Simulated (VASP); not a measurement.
```xyz
4
Lattice="3.3723 0.0000 0.0000 -1.6862 2.9205 0.0000 0.0000 0.0000 5.8916" Properties=species:S:1:pos:R:3 pbc="T T T"
Hg     0.0000     0.0000     0.0000
Hg     0.0000     0.0000     2.9458
O      0.0000     1.9470     1.4729
O      1.6862     0.9735     4.4187
```

All values below come from PBEsol GGA, VASP's PBE PAW potentials (set 64) (plane waves; VASP). Numerical set-up: 520 eV cut-off, Gaussian smearing of 0.050 eV, potentials Hg O.

Problem. Give the energies of bands 8 to 21 at the high-symmetry points, in eV from the Fermi level.

Solution. 
```
band      Γ      M      K      A      L      H
----  -----  -----  -----  -----  -----  -----
8     -5.47  -4.71  -4.92  -5.87  -5.77  -5.86
9     -5.39  -4.69  -4.92  -5.15  -5.32  -5.19
10    -5.39  -4.68  -4.91  -5.15  -5.32  -5.19
11    -4.58  -4.57  -4.91  -5.15  -4.64  -4.61
12    -4.58  -4.11  -4.18  -5.15  -4.64  -4.61
13    -3.06  -3.86  -4.06  -4.16  -3.58  -3.72
14    -2.65  -3.34  -3.11  -4.16  -3.58  -3.72
15    -1.95  -3.31  -1.51  -0.65  -1.21  -2.56
16    -1.60  -2.36  -1.51  -0.65  -1.21  -2.56
17    -1.60  -0.42  -1.23  -0.65  -0.96   0.00
18     0.07   0.10  -1.23  -0.65  -0.96   0.00
19     0.07   3.27   2.69   1.01   2.43   3.60
20     3.85   3.66   4.21   1.01   2.43   3.60
21     4.69   4.16   7.00   8.94   6.49   6.35
```

It has no gap at this level: it comes out as a metal or semimetal.

The structure was generated: HgO was put into the NiAs type type (P6_3/mmc), which need not be its known phase. It was relaxed first, which changed the volume by +53 %.
